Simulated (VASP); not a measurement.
# ZnCd2SeS2 (Imm2) in VASP: single point with r2SCAN

Aim: the single point of ZnCd2SeS2 with r2SCAN.

Everything below comes from runs of VASP 6.6.1. Logs are shortened: lines on timing, memory, paths and dates and some standing lists are left out, and cuts for length are marked.

**1. Starting point**

The structure is orthorhombic, space group Imm2 (No. 44). The conventional cell has a = 4.142 Å, b = 12.374 Å, c = 5.899 Å, α = 90.00°, β = 90.00°, γ = 90.00°. Around Zn (site symmetry mm2) lie 2 S at 2.36 Å and 2 Se at 2.50 Å. Cd (site symmetry m) has 3 S at 2.57 Å and 1 Se at 2.68 Å as nearest neighbours. Se (site symmetry mm2) has 2 Zn at 2.50 Å and 2 Cd at 2.68 Å as nearest neighbours. Around S (site symmetry m) lie 1 Zn at 2.36 Å and 3 Cd at 2.57 Å.

The cell was built by a generator and needn't be a form met in nature.

**2. Single point, r2SCAN**

Contents of INCAR:

```
SYSTEM = ZnCd2SeS2
ALGO = Normal
EDIFF = 1E-6
ENCUT = 520
ISIF = 2
ISMEAR = 0
KPAR = 8
LASPH = .True.
LCHARG = .False.
LMIXTAU = .True.
LREAL = .False.
LWAVE = .False.
METAGGA = R2SCAN
NBANDS = 36
NELM = 150
PREC = Accurate
SIGMA = 0.03
```

Contents of KPOINTS:

```
k-points
0
Gamma
  8 8 8
  0 0 0
```

Contents of POSCAR:

```
ZnCd2SeS2
1.0
   -2.0709000000      6.1867700000      2.9496600000
    2.0709000000     -6.1867700000      2.9496600000
    2.0709000000      6.1867700000     -2.9496600000
Zn Cd Se S
1 2 1 2
Direct
    0.9844950000      0.9844950000      0.0000000000
    0.3388870000      0.0072890000      0.3315980000
    0.6756910000      0.0072890000      0.6684020000
    0.2224050000      0.7224050000      0.5000000000
    0.6051520000      0.7642610000      0.8408910000
    0.9233700000      0.7642610000      0.1591090000
```

Potentials or basis: VASP PAW PBE potentials, release 64 (Zn, Cd, Se, S).

Started as:

```sh
$ cat potpaw_PBE.64/Zn/POTCAR potpaw_PBE.64/Cd/POTCAR potpaw_PBE.64/Se/POTCAR potpaw_PBE.64/S/POTCAR > POTCAR
$ mpirun -np 8 vasp_std > vasp.out
```

OUTCAR:

```text
SYSTEM = ZnCd2SeS2
   EDIFF = 1E-6
   ENCUT = 520
   ISIF = 2
   ISMEAR = 0
   LASPH = .True.
   LREAL = .False.
   METAGGA = R2SCAN
   NELM = 150
   PREC = Accurate

 ion  position               nearest neighbor table
   1  0.984  0.984  0.000-   5 2.36   6 2.36   4 2.50   4 2.50
   2  0.339  0.007  0.332-   5 2.57   5 2.57   6 2.57   4 2.68
   3  0.676  0.007  0.668-   6 2.57   6 2.57   5 2.57   4 2.68
   4  0.222  0.722  0.500-   1 2.50   1 2.50   2 2.68   3 2.68
   5  0.605  0.764  0.841-   1 2.36   2 2.57   2 2.57   3 2.57
   6  0.923  0.764  0.159-   1 2.36   3 2.57   3 2.57   2 2.57

  LATTYP: Found a body centered orthorhombic cell.
 ALAT       =     4.1418000000
 B/A-ratio  =     1.4243372447
 C/A-ratio  =     2.9874788739

  Lattice vectors:

 A1 = (  -2.0709000000,   6.1867700000,  -2.9496600000)
 A2 = (   2.0709000000,   6.1867700000,   2.9496600000)
 A3 = (   2.0709000000,  -6.1867700000,  -2.9496600000)

Analysis of symmetry for initial positions (statically):
=====================================================================
 Subroutine PRICEL returns:
 Original cell was already a primitive cell.

 Routine SETGRP: Setting up the symmetry group for a
 body centered orthorhombic supercell.

 Subroutine GETGRP returns: Found  4 space group operations
 (whereof  4 operations were pure point group operations)
 out of a pool of  8 trial point group operations.

The static configuration has the point symmetry C_2v.

Analysis of symmetry for dynamics (positions and initial velocities):
=====================================================================
 Subroutine PRICEL returns:
 Original cell was already a primitive cell.

 Routine SETGRP: Setting up the symmetry group for a
 body centered orthorhombic supercell.

 Subroutine GETGRP returns: Found  4 space group operations
 (whereof  4 operations were pure point group operations)
 out of a pool of  8 trial point group operations.

The dynamic configuration has the point symmetry C_2v.

 Subroutine INISYM returns: Found  4 space group operations
 (whereof  4 operations are pure point group operations),
 and found     1 'primitive' translations

----------------------------------------------------------------------------------------

                                     Primitive cell

  volume of cell :     151.1663

  direct lattice vectors                    reciprocal lattice vectors
    -2.070900000  6.186770000  2.949660000     0.000000000  0.080817616  0.169511062
     2.070900000 -6.186770000  2.949660000     0.241440919  0.000000000  0.169511062
     2.070900000  6.186770000 -2.949660000     0.241440919  0.080817616  0.000000000

  length of vectors
     7.159975137  7.159975137  7.159975137     0.187791073  0.295004606  0.254607943

  position of ions in fractional coordinates (direct lattice)
     0.984495000  0.984495000  0.000000000
     0.338887000  0.007289000  0.331598000
     0.675691000  0.007289000  0.668402000
     0.222405000  0.722405000  0.500000000
     0.605152000  0.764261000  0.840891000
     0.923370000  0.764261000  0.159109000

  ion indices of the primitive-cell ions
   primitive index   ion index
                 1           1
                 2           2
                 3           3
                 4           4
                 5           5
                 6           6

----------------------------------------------------------------------------------------

 KPOINTS: k-points

Automatic generation of k-mesh.
 Grid dimensions read from file:
 generate k-points for:    8    8    8

 Generating k-lattice:

  Cartesian coordinates                     Fractional coordinates (reciprocal lattice)
     0.000000000  0.010102202  0.021188883     0.125000000 -0.000000000  0.000000000
     0.030180115  0.000000000  0.021188883    -0.000000000  0.125000000  0.000000000
     0.030180115  0.010102202  0.000000000     0.000000000  0.000000000  0.125000000

  Length of vectors
     0.023473884  0.036875576  0.031825993

  Shift w.r.t. Gamma in fractional coordinates (k-lattice)
     0.000000000  0.000000000  0.000000000

 Subroutine IBZKPT returns following result:
 ===========================================

 Found     95 irreducible k-points:

 Following reciprocal coordinates:
            Coordinates               Weight
  0.000000  0.000000  0.000000      1.000000
  0.125000  0.000000  0.000000      4.000000
  0.250000  0.000000  0.000000      4.000000
  0.375000  0.000000 -0.000000      4.000000
  0.500000  0.000000  0.000000      2.000000
  0.000000  0.125000  0.000000      4.000000
[... 16 lines left out ...]
  0.125000  0.375000  0.000000      8.000000
  0.250000  0.375000  0.000000      8.000000
 [... further k-points ...]
   k-points           NKPTS =     95   k-points in BZ     NKDIM =     95   number of bands    NBANDS=     36
   number of dos      NEDOS =    301   number of ions     NIONS =      6
   total plane-waves  NPLWV = 157464
   dimension x,y,z NGX =    54 NGY =   54 NGZ =   54
   dimension x,y,z NGXF=   108 NGYF=  108 NGZF=  108
   ions per type =               1   2   1   2
   NGX,Y,Z   is equivalent  to a cutoff of  12.54, 12.54, 12.54 a.u.
   NGXF,Y,Z  is equivalent  to a cutoff of  25.08, 25.08, 25.08 a.u.
 SYSTEM =  ZnCd2SeS2
   PREC   = accura    normal or accurate (medium, high low for compatibility)
   ISTART =      0    job   : 0-new  1-cont  2-samecut
   ICHARG =      2    charge: 1-file 2-atom 10-const
   ISPIN  =      1    spin polarized calculation?
   LNONCOLLINEAR =      F non collinear calculations
   LSORBIT =      F    spin-orbit coupling
   LASPH  =      T    aspherical Exc in radial PAW
   ENCUT  =  520.0 eV  38.22 Ry    6.18 a.u.  13.31 13.31 13.31*2*pi/ulx,y,z
   NELM   =    150;   NELMIN=  2; NELMDL= -5     # of ELM steps
   EDIFF  = 0.1E-05   stopping-criterion for ELM
   LREAL  =      F    real-space projection
   EDIFFG = 0.1E-04   stopping-criterion for IOM
   NSW    =      0    number of steps for IOM
   IBRION =     -1    ionic relax: 0-MD 1-quasi-New 2-CG
   NFREE  =      0    steps in history (QN), initial steepest desc. (CG)
   ISIF   =      2    stress and relaxation
   ISYM   =      2    0-nonsym 1-usesym 2-fastsym
   POTIM  = 0.5000    time-step for ionic-motion
   TEBEG  =    0.0;   TEEND  =   0.0 temperature during run
   PSTRESS=    0.0 pullay stress
   NELECT =      54.0000    total number of electrons
   NUPDOWN=      -1.0000    fix difference up-down
   EMIN   =  10.00;   EMAX   =-10.00  energy-range for DOS
   EFERMI =   0.00;   METHOD = LEGACY
   ISMEAR =     0;   SIGMA  =   0.03  broadening in eV -4-tet -1-fermi 0-gaus
   EFERMI_NEDOS =   21; number of points for ismear=-14 and -15
   IALGO  =     38    algorithm
   IMIX   =      4    mixing-type and parameters
     AMIX     =   0.40;   BMIX     =  1.00
     AMIX_MAG =   1.60;   BMIX_MAG =  1.00
  volume/ion in A,a.u.               =      25.19       170.02
  Fermi-wavevector in a.u.,A,eV,Ry     =   1.161594  2.195095 18.358353  1.349301
  Thomas-Fermi vector in A             =   2.298164
   LORBIT       =      0    0 simple, 1 ext, 2 COOP (PROOUT), +10 PAW based schemes
   METAGGA = R2SCAN    functional components
   LHFCALC =     F    Hartree Fock is set to
   AEXX    =    0.0000 exact exchange contribution
   IVDW    =     0    specifies the selected vdW correction
   LEPSILON=     F    determine dielectric tensor
   LRPA    =     F    only Hartree local field effects (RPA)
 non-spin polarized calculation
 Gauss-broadening in eV      SIGMA  =   0.03
  energy-cutoff  :      520.00
  volume of cell :      151.17
 maximum number of plane-waves:      4095
 NGX is ok and might be reduce to    54
   NGX = 27   NGY = 27   NGZ = 27

 number of electron      53.9999999 magnetization

 Free energy of the ion-electron system (eV)
  ---------------------------------------------------
  ext. energy  EPLUGINS =         0.00000000
  ---------------------------------------------------
  free energy    TOTEN  =       -84.32795754 eV

  energy without entropy =      -84.32795754  energy(sigma->0) =      -84.32795754

 E-fermi :   0.9663     XC(G=0):  -9.5846

 val. band max:        0.7986393300   @ k =   0.0000   0.0000   0.0000
 cond. band min:       2.2873325144   @ k =   0.0000   0.0000   0.0000
 fundamental gap:      1.4886931844
 Fermi energy:         0.9662855720

 k-point     1 :       0.0000    0.0000    0.0000
  band No.  band energies     occupation
      1     -12.1291      2.00000
      2     -11.5159      2.00000
      3     -11.4250      2.00000
      4      -7.1321      2.00000
      5      -7.0926      2.00000
      6      -7.0891      2.00000
[... 28 lines left out ...]
     35       7.6355      0.00000
     36       9.1824      0.00000

 k-point     2 :       0.1250    0.0000    0.0000
  band No.  band energies     occupation
      1     -12.1016      2.00000
      2     -11.5303      2.00000
      3     -11.4390      2.00000
      4      -7.1271      2.00000
      5      -7.0948      2.00000
      6      -7.0816      2.00000
[... 28 lines left out ...]
     35       7.7500      0.00000
     36       8.9828      0.00000

 k-point     3 :       0.2500    0.0000    0.0000
  band No.  band energies     occupation
      1     -12.0256      2.00000
      2     -11.5655      2.00000
      3     -11.4821      2.00000
      4      -7.1126      2.00000
      5      -7.0896      2.00000
      6      -7.0657      2.00000
[... 28 lines left out ...]
     35       8.1057      0.00000
     36       8.6909      0.00000
[... 742 lines left out ...]
 k-point    23 :       0.1250    0.3750    0.0000
  band No.  band energies     occupation
      1     -11.6838      2.00000
      2     -11.5262      2.00000
      3     -11.4429      2.00000
      4      -7.0415      2.00000
      5      -7.0261      2.00000
      6      -6.9415      2.00000
[... 28 lines left out ...]
     35       8.2131      0.00000
     36       8.3852      0.00000

 k-point    24 :       0.2500    0.3750    0.0000
  band No.  band energies     occupation
      1     -11.6669      2.00000
      2     -11.5432      2.00000
      3     -11.4440      2.00000
      4      -7.0300      2.00000
      5      -7.0231      2.00000
      6      -6.9420      2.00000
[... 28 lines left out ...]
     35       8.1041      0.00000
     36       8.5318      0.00000

 [... further k-points ...]
[... 5 lines left out ...]
  --------------------------------------------------------------------------------------
  -------------------------------------------------------------------------------------
  Total       -1.5376378     -1.6042594     -1.5638724      0.0000000      0.0000000      0.0000000
  in kB      -16.2970720    -17.0031793    -16.5751267      0.0000000      0.0000000      0.0000000
  external PRESSURE =     -16.6251260 kB  Pullay stress =       0.0000000 kB

 VOLUME and BASIS-vectors are now :
 -----------------------------------------------------------------------------
  energy-cutoff  :      520.00
  volume of cell :      151.17
      direct lattice vectors                 reciprocal lattice vectors
    -2.070900000  6.186770000  2.949660000     0.000000000  0.080817616  0.169511062
     2.070900000 -6.186770000  2.949660000     0.241440919  0.000000000  0.169511062
     2.070900000  6.186770000 -2.949660000     0.241440919  0.080817616  0.000000000

 POSITION                                       TOTAL-FORCE (eV/Angst)
 -----------------------------------------------------------------------------------
      0.00000      0.00000      5.80785        -0.000000     -0.000000     -0.013855
      0.00000      4.10304      0.04300        -0.000000      0.018601      0.000154
      0.00000      8.27050      0.04300        -0.000000     -0.018601      0.000154
      2.07090     -0.00000      1.31204        -0.000000     -0.000000     -0.028840
      2.07090      4.21803      1.55896         0.000000      0.045044      0.021194
     -0.00000      1.96874      4.50862        -0.000000     -0.045044      0.021194
 -----------------------------------------------------------------------------------
    total drift:                                0.000079      0.000222     -0.006186

  FREE ENERGIE OF THE ION-ELECTRON SYSTEM (eV)
  ---------------------------------------------------
  free  energy   TOTEN  =       -84.3279575367 eV

  energy  without entropy=      -84.3279575367  energy(sigma->0) =      -84.32795754
```

It took 10 min on 8 MPI ranks of Intel Xeon Platinum 8488C (Sapphire Rapids), shared host; peak memory 0.8 GiB.

What came out:

```
Free energy            : -84.3280 eV
Pressure               : -1.7 GPa
Largest force          : 0.050 eV/Å
Band gap on the k mesh : 1.49 eV, direct
```

Forces in eV/Å, atoms in the order of the input:
```
Zn   0.000  0.000 -0.014
Cd   0.000  0.019  0.000
Cd   0.000 -0.019  0.000
Se   0.000  0.000 -0.029
S    0.000  0.045  0.021
S    0.000 -0.045  0.021
```

Levels at points of the mesh, in eV from the valence-band top:
```csv
k point,band 24,band 25,band 26,band 27,band 28,band 29,band 30,band 31
"(0.00, 0.00, 0.00)",-1.32,-0.06,-0.04,0.00,1.49,4.41,4.81,5.89
"(0.50, 0.00, 0.00)",-0.95,-0.91,-0.69,-0.68,3.16,3.97,4.09,5.51
"(0.00, 0.50, 0.00)",-1.70,-1.44,-0.74,-0.73,3.23,5.06,5.17,5.84
"(0.50, 0.50, 0.00)",-1.98,-1.96,-1.34,-1.08,3.70,4.22,4.85,5.18
"(0.50, 0.50, 0.50)",-1.38,-0.94,-0.45,-0.24,3.55,3.72,3.89,4.44
```

Caveat: the PAW data sets were made with another functional, which shifts forces and pressure a little.
